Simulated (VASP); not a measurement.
Wanted: the native input for a VASP 6.6.1 run.

| Item | Value |
| --- | --- |
| Task | band structure |
| Functional | BLYP |
| Potentials or basis | VASP PAW PBE potentials, release 64 (Ba_sv, V_sv, Tl_d, O) |
| Cutoff | 520 eV |
| k mesh | 4 × 4 × 4 |
| Occupations | fermi-dirac, width 0.05 eV |
| Spin | collinear spin, ferromagnetic start |
| Starting moments | [0.0, 0.0, 2.0, 2.0, 2.0, 0.0, 0.0, 0.0, 0.0, 0.0, 0.0, 0.0, 0.0, 0.0, 0.0, 0.0, 0.0, 0.0, 0.0, 0.0, 0.0, 0.0] μB |
| Further INCAR settings | ALGO = Fast; EDIFF = 1e-06 |

The structure of Ba2Tl5V3O12 lies in POSCAR:

```
Ba2Tl5V3O12                             
1.0
    4.3067751563      2.4865161771      6.4206539455
   -4.3067751563      2.4865161771      6.4206539455
   -0.0000000000     -4.9730323543      6.4206539455
  Ba              V               Tl              O             
     2     3     5    12
Direct
     0.5000019454605735    0.5000019454605735    0.5000019454605735
     0.9999990678924933    0.9999990678924933    0.9999990678924933
     0.5000055968983665    0.5000055968983665    0.0000045224135459
     0.0000045224135367    0.5000055968983755    0.5000055968983665
     0.5000055968983755    0.0000045224135367    0.5000055968983665
     0.9999986157574644    0.9999986157574644    0.4999979165725945
     0.4999979165725952    0.9999986157574637    0.9999986157574644
     0.9999986157574637    0.4999979165725952    0.9999986157574644
     0.7428928365942289    0.7428928365942289    0.7428928365942289
     0.2571056319288514    0.2571056319288514    0.2571056319288514
     0.7108349957952352    0.0790755956370033    0.4114319444921118
     0.4114319444633511    0.7108349958068444    0.0790755956541551
     0.0790755956657641    0.4114319444805028    0.7108349957780837
     0.5885686260946399    0.9209167665428343    0.2891568983511975
     0.9209167665715845    0.2891568983340494    0.5885686260830377
     0.2891568983224472    0.5885686261117880    0.9209167665544367
     0.2891568983340494    0.9209167665715845    0.5885686260830377
     0.5885686261117880    0.2891568983224472    0.9209167665544367
     0.9209167665428343    0.5885686260946399    0.2891568983511975
     0.4114319444805028    0.0790755956657641    0.7108349957780837
     0.0790755956370033    0.7108349957952352    0.4114319444921118
     0.7108349958068444    0.4114319444633511    0.0790755956541551
```

The cell was built by a generator and needn't be a form met in nature.

These files were run (other wordings do the same):

INCAR

```
AGGAC    = 1.0          
AGGAX    = 1.0          
ALDAC    = 0.0          
ALDAX    = 1.0          
ALGO     = Fast           # electronic algorithm
EDIFF    = 1E-6           # SCF threshold, eV
ENCUT    = 520            # plane-wave cutoff, eV
GGA      = B5             # functional
ISIF     = 2              # what is computed and relaxed
ISMEAR   = -1             # smearing method
ISPIN    = 2              # spin polarisation
KPAR     = 4            
LASPH    = True           # aspherical terms in the spheres
LCHARG   = False          # write CHGCAR
LMAXMIX  = 4              # l up to which the mixer works
LORBIT   = 11             # projections on sites
LREAL    = False          # projectors in reciprocal space
LWAVE    = False          # write WAVECAR
MAGMOM   = 0 0 2 2 2 0 0 0 0 0 0 0 0 0 0 0 0 0 0 0 0 0 # initial moments
NELM     = 150            # most SCF steps
PREC     = Accurate       # precision mode
SIGMA    = 0.05           # smearing width, eV
```

KPOINTS

```
k-points
0
Gamma
  4 4 4
```

KPOINTS_OPT

```
path GLB1,BZGX,QFP1Z,LP
15
line-mode
reciprocal
 0.0000000000  0.0000000000  0.0000000000  G
 0.5000000000  0.0000000000  0.0000000000  L

 0.5000000000  0.0000000000  0.0000000000  L
 0.5000000000  0.2728865088 -0.2728865088  B1

 0.7271134912  0.5000000000  0.2728865088  B
 0.5000000000  0.5000000000  0.5000000000  Z

 0.5000000000  0.5000000000  0.5000000000  Z
 0.0000000000  0.0000000000  0.0000000000  G

 0.0000000000  0.0000000000  0.0000000000  G
 0.3864432544  0.0000000000 -0.3864432544  X

 0.6135567456  0.3864432544  0.0000000000  Q
 0.5000000000  0.5000000000  0.0000000000  F

 0.5000000000  0.5000000000  0.0000000000  F
 0.6135567456  0.6135567456  0.2728865088  P1

 0.6135567456  0.6135567456  0.2728865088  P1
 0.5000000000  0.5000000000  0.5000000000  Z

 0.5000000000  0.0000000000  0.0000000000  L
 0.7271134912  0.3864432544  0.3864432544  P
```

Potentials or basis: VASP PAW PBE potentials, release 64 (Ba_sv, V_sv, Tl_d, O).

Command:

```sh
$ cat potpaw_PBE.64/Ba_sv/POTCAR potpaw_PBE.64/V_sv/POTCAR potpaw_PBE.64/Tl_d/POTCAR potpaw_PBE.64/O/POTCAR > POTCAR
$ mpirun -np 4 vasp_std > vasp.out
```

It gave:

```yaml
Pressure: 0.0 GPa
Largest_force: 0.012 eV/Å
Band_gap_along_the_path: none (metal or under the smearing width)
Net_moment: 0.00 μB per cell
Valence_electrons_inside_the_program's_atomic_spheres: Ba 7.71; V 11.64; Tl 11.13, 11.24; O 4.92
```

Caveat: the PAW data sets were made with another functional, which shifts forces and pressure a little; spin-orbit coupling is left out, which moves the levels of the heavy elements; semilocal functionals often make such compounds metallic where correlation or magnetic order opens a gap, which also shifts bond lengths.

Wall time 38 min on 4 MPI ranks on Intel(R) Xeon(R) 6975P-C (Granite Rapids) (shared host), peak memory 1.8 GiB a rank.
